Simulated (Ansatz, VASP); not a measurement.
**SiO2 (Stishovite): VASP beside Ansatz**

Wanted: the spread between two codes on one cell, functional and k mesh. The cell is taken from a series of runs on this material, whose earlier steps may have relaxed, scaled, displaced or heated it; both programs get it as it stands.

Main program and level: Ansatz 0.2.0; plane waves, with VASP 6.6.1 beside it; PBE0 form with 40 % exact exchange with an exact-exchange share of 0.4.

## Step 1: Set-up

The structure is tetragonal, space group P4_2/mnm (No. 136). The conventional cell has a = 4.177 Å, b = 4.177 Å, c = 2.665 Å, α = 90.00°, β = 90.00°, γ = 90.00°. Si has 6 O at 1.76 to 1.81 Å nearest. Nearest to O lie 3 Si at 1.76 to 1.81 Å. Farther neighbours and most contacts between anions are not listed.

## Step 2: Ansatz: G0W0 gap, PBE0 form with 40 % exact exchange with an exact-exchange share of 0.4

Ansatz runs on its PAW soft_1 files.

Quasiparticle shifts depend on high empty states and on the cores, so they are the hardest test of two PAW sets.

Input file input.yaml:

```yaml
crystal:
  lattice:
    - [4.1773, 0.0, 0.0]
    - [0.0, 4.1773, 0.0]
    - [0.0, 0.0, 2.6652]
  atoms:
    - { symbol: Si, position: [0.0, 0.0, 0.0] }
    - { symbol: Si, position: [0.5, 0.5, 0.5] }
    - { symbol: O, position: [0.3059, 0.3059, 0.0] }
    - { symbol: O, position: [0.1941, 0.8059, 0.5] }
    - { symbol: O, position: [0.6941, 0.6941, 0.0] }
    - { symbol: O, position: [0.8059, 0.1941, 0.5] }
kpoints:
  mp_grid: { grid: [4, 4, 6] }
hamiltonian:
  xc: { exchange: pbe, correlation: pbe, exx: { coeff: 0.4 } }
  pseudopotentials: { kind: paw, azcp: { folder: soft_1 } }
scf:
  occupations: { method: fixed }
gw:
  n_empty_bands: 194
  ecut_chi: 150.0
  qp_bands: [v2, c2]
  qp_kpoints: band_edges
  screening: { model: contour_deformation }
```

On the command line:

```bash
$ ansatz run input.yaml --threads 3 --pin off --max-ram 92160MiB --backend cuda --events-out ev --progress --plain --runs-dir out --devices 1 --max-vram 13GiB
```

Numbers of over 12 decimals in the logs are rounded to 6 here.

The log of the run:

```text
GPUs: using 1 of 1 available (devices: 1).
Engine: ansatz 0.2.0, x86_64-unknown-linux-gnu
Pseudopotentials: kind: paw
Pseudopotential: Si, paw, valence charge 4, recommended cutoff 420 eV (normal), soft_1/Si.paw.azcp
Pseudopotential: O, paw, valence charge 6, recommended cutoff 420 eV (normal), soft_1/O.paw.azcp
Functional definition: unnamed
  parameter a_1 = 0.4
  exchange = (1 - a_1)*pbe_x + a_1*exact_x
  correlation = pbe_c
davidson cushion auto → on  (no smearing: the cushion is to keep the highest requested band from converging to the state above it; pin scf.eigensolver.cushion to override)
device memory: the entry about to start is reckoned to put 0.6 GiB on a device that reports 37.6 GiB free (of which the cap on the GPU budget leaves the run 13.0 GiB)
GPU FFT provider: cuFFT
GPU libraries: cuBLAS 13.8.2, cuFFT 12.4.0, cuSOLVER 12.3.4
Crystal: 6 atoms, lattice volume = 46.507 Å³
Basis set: ecut = 420 eV, 913 PW (Γ)
Bands: 22, of which v1, the nominal top of the filled ones, is band 16 counted from 1 (15 counted from 0)
Symmetry: 16 space group operations
Space group: P42/mnm (ITA 136), of the structure as read, at distance tolerance 3.6e-5 Å
k-points: 24 of 96
Non-local potential: Si, projectors of the file, l = 0: 2, l = 1: 2, l = 2: 1
Non-local potential: O, projectors of the file, l = 0: 2, l = 1: 2, l = 2: 1
PAW form: soft (Blöchl's): semilocal exchange-correlation on the pseudo side does not see the compensation charge
PAW frozen core: Si, regenerated for the run's functional, and the local potential with it (the file was generated under x = pbe(κ = 0.804, μ = 0.219515), c = pbe(β = 0.066725))
PAW frozen core: O, regenerated for the run's functional, and the local potential with it (the file was generated under x = pbe(κ = 0.804, μ = 0.219515), c = pbe(β = 0.066725))
PAW one-centre angular grid: Si, 110 points (default); XC on 64 Gauss nodes
PAW one-centre angular grid: O, 110 points (default); XC on 64 Gauss nodes
Initial density: superposition of atomic densities (chi_scale 0.1, normalization cell, long waves kept (reshape's long-wave potential 0.00 eV rms))
Initial wavefunctions: pseudopotential atomic-orbital guess
GPU buffer pool allocated for 16200 grid points (all kernels)
GPU transforms: local potential and band sums: pruned to the plane-wave sphere, on 27×27×18
Functional: x = pbe(κ = 0.804, μ = 0.219515), c = pbe(β = 0.066725), warm-up for x = 0.6 pbe(κ = 0.804, μ = 0.219515) + 0.4 exact, c = pbe(β = 0.066725)
SCF iter   1: F=—  HF=-3549.209745 eV  |F-HF|=—  |Δ(HF+E_count)|=         —  Δρ=1.50e-1  dr2=8.37e0  ethr=1.00e-1  ⟨swp⟩=5.2  Hψ=1908  notcnv=0
preconditioner: auto → none  [insulator: Δε(μ)=6.782 eV  Ē_g=19.750 eV  n_scr=10 (ndim 8)  ℏωp=30.8 eV  f_vac=0.000]
iter 2 solved again at ethr=2.20e-3 eV; its pass at ethr=2.61e-2 eV (dr2=7.04e-1 eV) is discarded
SCF iter   2: F=—  HF=-3547.112097 eV  |F-HF|=—  |Δ(HF+E_count)|=    2.10e0  Δρ=6.50e-2  dr2=7.10e-1  ethr=2.20e-3  ⟨swp⟩=3.1  Hψ=2718  notcnv=0  defer=3
SCF iter   3: F=—  HF=-3546.968746 eV  |F-HF|=—  |Δ(HF+E_count)|=   1.43e-1  Δρ=2.40e-2  dr2=8.88e-2  ethr=2.20e-3  ⟨swp⟩=3.0  Hψ=1233  notcnv=0
SCF iter   4: F=—  HF=-3547.005924 eV  |F-HF|=—  |Δ(HF+E_count)|=   3.72e-2  Δρ=3.24e-3  dr2=4.31e-3  ethr=2.78e-4  ⟨swp⟩=3.1  Hψ=1332  notcnv=0
SCF iter   5: F=-3547.005045 eV  HF=-3547.005045 eV  |F-HF|=3.67e-7  |Δ(HF+E_count)|=   8.79e-4  Δρ=2.49e-4  dr2=1.12e-5  ethr=1.35e-5  ⟨swp⟩=3.8  Hψ=1504  notcnv=0  defer=2
SCF 1 stopped early in 5 iterations: F = -3547.005045 eV  dr2 = 1.12e-5
  greatest PAW one-centre occupation: 0.859 electrons in one spin orbital (limit 2), on the O atom at site 5 (counted from 0), in its partial waves of l = 0
device memory: the entry about to start is reckoned to put 1.1 GiB on a device that reports 37.6 GiB free (of which the cap on the GPU budget leaves the run 13.0 GiB)
GPU FFT provider: cuFFT
GPU libraries: cuBLAS 13.8.2, cuFFT 12.4.0, cuSOLVER 12.3.4
Initial density: handed on by an earlier stage of this run
Initial wavefunctions: those handed on with the density
GPU buffer pool allocated for 16200 grid points (all kernels)
GPU transforms: local potential and band sums: pruned to the plane-wave sphere, on 27×27×18
Functional: x = 0.6 pbe(κ = 0.804, μ = 0.219515) + 0.4 exact, c = pbe(β = 0.066725)
Exchange kernel: α = 0.4000, full range, Wigner–Seitz truncation, v(0) = 9290.6641 eV·Å³, q-mesh 4×4×6, nearest image of the exchange supercell L = 15.99 Å, pair-density grid 30×30×18, without the augmentation charges, whose exchange is taken in its separable form by FFT convolution over the k-point mesh (the finest that the files' search goes to), smooth part of the exact exchange by density-matrix convolution in up to 1.22 GiB of GPU memory as planned if the GPU has room (build and FFT work areas not counted)
Frozen-core exchange: fock
[...]
SCF iter   2: F=—  HF=-3549.586550 eV  |F-HF|=—  |Δ(HF+E_count)|=   2.08e-2  Δρ=5.29e-3  dr2=1.65e-2  ethr=3.49e-7  ⟨swp⟩=5.4  Hψ=2322  notcnv=0
SCF iter   3: F=—  HF=-3549.581188 eV  |F-HF|=—  |Δ(HF+E_count)|=   5.36e-3  Δρ=1.18e-3  dr2=6.37e-3  ethr=3.49e-7  ⟨swp⟩=5.0  Hψ=2421  notcnv=0
SCF iter   4: F=—  HF=-3549.624696 eV  |F-HF|=—  |Δ(HF+E_count)|=   4.35e-2  Δρ=1.72e-3  dr2=1.17e-3  ethr=3.49e-7  ⟨swp⟩=6.0  Hψ=2451  notcnv=0  defer=2
[...]
the search or the solves at the SCF's close seem to have found levels that the self-consistency loop had missed (the run counts 1). By its estimate they hold under 1e-12 electrons; where the run keeps them, the occupations were computed again with them
device memory: the entry about to start is reckoned to put 1.1 GiB on a device that reports 37.6 GiB free (of which the cap on the GPU budget leaves the run 13.0 GiB)
NSCF: frozen V_eff on 24 k-points
Exchange-term sweep: 0 of 24 (spin, k) points
Exchange-term sweep: 2 of 24 (spin, k) points
Exchange-term sweep: 3 of 24 (spin, k) points
Exchange-term sweep: 4 of 24 (spin, k) points
Exchange-term sweep: 5 of 24 (spin, k) points
Exchange-term sweep: 6 of 24 (spin, k) points
Exchange-term sweep: 8 of 24 (spin, k) points
Exchange-term sweep: 9 of 24 (spin, k) points
Exchange-term sweep: 10 of 24 (spin, k) points
Exchange-term sweep: 11 of 24 (spin, k) points
Exchange-term sweep: 12 of 24 (spin, k) points
Exchange-term sweep: 14 of 24 (spin, k) points
Exchange-term sweep: 15 of 24 (spin, k) points
Exchange-term sweep: 16 of 24 (spin, k) points
Exchange-term sweep: 17 of 24 (spin, k) points
Exchange-term sweep: 18 of 24 (spin, k) points
Exchange-term sweep: 20 of 24 (spin, k) points
Exchange-term sweep: 21 of 24 (spin, k) points
Exchange-term sweep: 22 of 24 (spin, k) points
Exchange-term sweep: 23 of 24 (spin, k) points
Exchange-term sweep: 24 of 24 (spin, k) points
G₀W₀ screening: q 1/24
[... further progress lines ...]
hybrid SCF converged: 2 outer / 11 inner (+5 warm-up), last move |dexx| = 3.77e-6 eV, tail = 1.24e-7 eV
Stability not checked: this state was not tested for a lower state beside it, because the functional holds exact exchange (a hybrid, or Hartree-Fock), whose exchange loop this test does not read (fock_operator; see scf.lower_state_search)
Free energy (F): -3549.626194 eV
Frozen-core exchange: fock
Harris-Foulkes:  -3549.626194 eV  (|F-HF|=1.27e-8)
Internal energy: -3549.626194 eV  (E = F + TS)
E sigma→0 (E₀):  -3549.626194 eV
Fermi energy:    7.688062 eV
--- Per-component energies (eV) ---
  E_band       = -51.382565
  E_kinetic    = 794.684632
  E_local      = -1201.374338  (includes V_loc(G=0)·N_el)
  E_nonlocal   = 240.983843
  E_hartree    = 443.531135
  E_xc         = -258.419933
  E_vxc        = -299.919895  (∫ρ·V_xc dr)
  E_exx        = -170.183557  (= α·E_x^exact, valence–valence)
  E_paw        = -1658.318806  (= ΣΔE_a)
  E_vpaw       = -132.457410  (= ΣTr[D̂ρ^β])
  E_aug_tail   = 0.003128  (compensation charges beyond the density's cutoff)
  E_ewald      = -1740.190554
  E_core_change = -0.341743  (= ΣΔE_core)
  E_smearing   = -0.000000  (= −TS)
  E_closure    = 0.000000  (closes the sum)
  Σ components = -3549.626194   (vs F -3549.626194, Δ=4.55e-13)
--- Band table (eV; the first three rows and the last of 24) ---
  k-point 0: bands = [... 12 lower, 5.3387, 6.8930, 6.8930, 7.6881, 17.9881, 18.9321, 20.8706, 20.8706]
  k-point 1: bands = [... 12 lower, 4.1178, 6.5758, 6.5758, 7.3044, 19.2551, 20.9591, 22.4643, 22.5208]
  k-point 2: bands = [... 12 lower, 2.4982, 5.6207, 5.6207, 6.1058, 20.5572, 23.2638, 23.3128, 25.1778]
  k-point 23: bands = [... 12 lower, 5.8543, 5.8543, 5.9478, 5.9478, 19.6285, 19.6285, 23.4564, 23.4564]
  guard bands above this table: 2 of the run's 22 bands. The solve was not asked for them (output.publish_guard_bands: true or output.eigenvalues: true publishes all)
--- G₀W₀: contour deformation, 5 samples at zero and on the imaginary axis and 2 off it, 96 q-points, 194 empty bands' worth ---
  eigenvalues of the whole cell's RPA ε∞ on this k-mesh (on a slab, of 1 + 4πα/V) = 2.5567, 2.5567, 2.6743; static W/v taken at q = 0 is 0.384982
  gw.qp_kpoints: band_edges: 5 of 24 stored k-points solved, in 1 pass; an edge of the gap read off the rows below is read off those points alone
    valence top: of the k-points left out ik 5 came nearest to being solved in a further pass, in band 16 (counted from 1, as in the quasiparticle table): it holds the edge there only if its correction is more favourable than any solved in that band by at least 0.644 eV; those differ by 0.161 eV
    conduction bottom: of the k-points left out ik 12 came nearest to being solved in a further pass, in band 17 (counted from 1, as in the quasiparticle table): it holds the edge there only if its correction is more favourable than any solved in that band by at least 1.129 eV; those differ by 0.148 eV
    ik  band        ε_KS         Σx   Σc(E_QP)       V_xc       Z   E_QP_lin       E_QP  E_QP is
     0    15      6.8930   -27.8272     3.6259   -24.8397  0.8581     7.5300     7.5313  root
     0    16      7.6881   -28.2775     3.8764   -25.1098  0.8555     8.3951     8.3967  root
     0    17     17.9881   -13.2747    -3.9386   -17.6681  0.8825    18.4433    18.4428  root
     0    18     18.9321    -7.3004    -4.0268   -11.5334  0.8957    19.1384    19.1383  root
     1    15      6.5758   -27.6354     3.6547   -24.6003  0.8576     7.1942     7.1954  root
     1    16      7.3044   -27.9761     3.8924   -24.7599  0.8553     7.9790     7.9805  root
     1    17     19.2551   -13.5939    -4.0140   -18.1305  0.8786    19.7784    19.7777  root
     1    18     20.9591    -8.6055    -4.1708   -13.0902  0.8871    21.2732    21.2729  root
     4    15      6.7587   -27.7596     3.6633   -24.7309  0.8575     7.3920     7.3933  root
     4    16      7.2041   -27.9040     3.8559   -24.7221  0.8554     7.8766     7.8781  root
     4    17     18.9262   -13.2199    -3.9720   -17.6730  0.8803    19.4079    19.4072  root
     4    18     19.5209    -7.7257    -4.0724   -12.0332  0.8933    19.7560    19.7559  root
    20    15      5.1572   -26.7684     3.9954   -23.3207  0.8520     5.7039     5.7050  root
    20    16      5.1572   -26.7684     3.9954   -23.3207  0.8520     5.7039     5.7050  root
    20    17     19.9276   -10.3395    -4.1763   -14.8906  0.8850    20.3028    20.3024  root
    20    18     19.9276   -10.3395    -4.1763   -14.8906  0.8850    20.3028    20.3024  root
    23    15      5.9478   -27.4607     3.9919   -24.0694  0.8529     6.5470     6.5483  root
    23    16      5.9478   -27.4607     3.9919   -24.0694  0.8529     6.5470     6.5483  root
    23    17     19.6285   -11.2525    -4.0594   -15.7618  0.8853    20.0789    20.0783  root
    23    18     19.6285   -11.2525    -4.0594   -15.7618  0.8853    20.0789    20.0783  root
```

Reading the cycles: dr2 is the Hartree energy of the density residual (eV), the measure of convergence; HF is the Harris–Foulkes estimate of the energy, which meets the free energy F at convergence.

(Continued in part 2 of 2.)

[Lines on the potential files, build, host, timing and source positions are cut from VASP's logs without a mark.]

[Logs are printed without paths, hosts, clocks, repeated set-up lines and the standing remarks that a program may print on its own settings, such as how far it seeks lower states.]

[Hosts, paths, dates, database ids (printed as entryN), source tags and the programs' standing remarks are cut or masked in the printed files.]
